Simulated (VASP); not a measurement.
```
CELL_PARAMETERS angstrom
      0.00000     1.78459     1.78459
      1.78459     0.00000     1.78459
      1.78459     1.78459     0.00000
ATOMIC_POSITIONS crystal
  B  0.00000 0.00000 0.00000
  N  0.25000 0.25000 0.25000
```

These are AM05 GGA, VASP's PBE PAW potentials (set 64) (plane waves; VASP 6.6.1) values and carry that method's errors. Run with 520 eV cut-off, 12×12×12 Γ-centred mesh, Gaussian smearing of 0.050 eV, potentials B N.

Give the stress tensor in GPa (positive for a compressed cell).

```
12.47   0.00   0.00
 0.00  12.47   0.00
 0.00   0.00  12.47
```
The pressure is its mean diagonal, 12.47 GPa.

The compound is BN in the zinc blende structure. This cell is one point of a volume scan, at 0.97 of the reference volume.
